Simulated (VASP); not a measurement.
Calculation: r2SCAN meta-GGA, VASP's PBE PAW potentials (set 64) (plane waves; VASP 6.6.1).

Gaps are without spin-orbit coupling.

* **volume per atom**: 26.59 Å³/atom
* **band gap (over mesh and band path)**: 1.39 eV
* **smallest direct gap (over mesh and band path)**: 1.54 eV

Which relaxed crystal gives these values?
(A) BN, F-43m (216)
(B) PbS, Cmcm (63)
(C) HfSiO4, I4_1/amd (141)
(D) KZnF3, Pm-3m (221)

B, PbS, Cmcm (63)
